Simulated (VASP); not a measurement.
Crystal: B2C.

```xyz
3
Lattice="0.0000 2.5094 2.5094 2.5094 0.0000 2.5094 2.5094 2.5094 0.0000" Properties=species:S:1:pos:R:3 pbc="T T T"
B     2.5094    2.5094    2.5094
B     3.7640    3.7640    3.7640
C     1.2547    1.2547    1.2547
```

The cell was built by a generator and needn't be a form met in nature.

| Property | Result |
| --- | --- |
| Program | VASP 6.6.1 |
| Task | relaxation of cell and atoms |
| Functional | PBE |
| Potentials or basis | VASP PAW PBE potentials, release 64 (B, C) |
| Cutoff | 520 eV |
| k mesh | 7 × 7 × 7 |
| Occupations | gaussian, width 0.15 eV |
| Spin | no spin polarisation |

At the start: pressure -39.9 GPa; volume 10.53 Å³/atom.

Question: How do energy, volume and symmetry change on relaxing?

Answer: Over 3 steps the energy falls by 728.8 meV/atom and the volume is 6.44 Å³/atom (-38.9 %); space group F-43m (No. 216, to 0.05 Å).

The path:
| step | energy change (eV) | largest force (eV/Å) | pressure (GPa) | volume (Å³) |
| --- | --- | --- | --- | --- |
| 1 | 0.0000 | 0.0000 | -39.94 | 31.60 |
| 2 | -2.0946 | 0.0000 | -14.99 | 21.05 |
| 3 | -2.1864 | 0.0000 | 0.21 | 19.32 |

Final structure:
```cif
data_structure
_symmetry_space_group_name_H-M 'P 1'
_symmetry_Int_Tables_number 1
_cell_length_a 3.0117
_cell_length_b 3.0117
_cell_length_c 3.0117
_cell_angle_alpha 60.000
_cell_angle_beta 60.000
_cell_angle_gamma 60.000
_cell_volume 19.32
loop_
_atom_site_label
_atom_site_type_symbol
_atom_site_fract_x
_atom_site_fract_y
_atom_site_fract_z
_atom_site_occupancy
B1 B 0.50000 0.50000 0.50000 1
B2 B 0.75000 0.75000 0.75000 1
C1 C 0.25000 0.25000 0.25000 1
```

Caveat: the volume moved by over 15 % at a fixed basis, so the end points are rough.
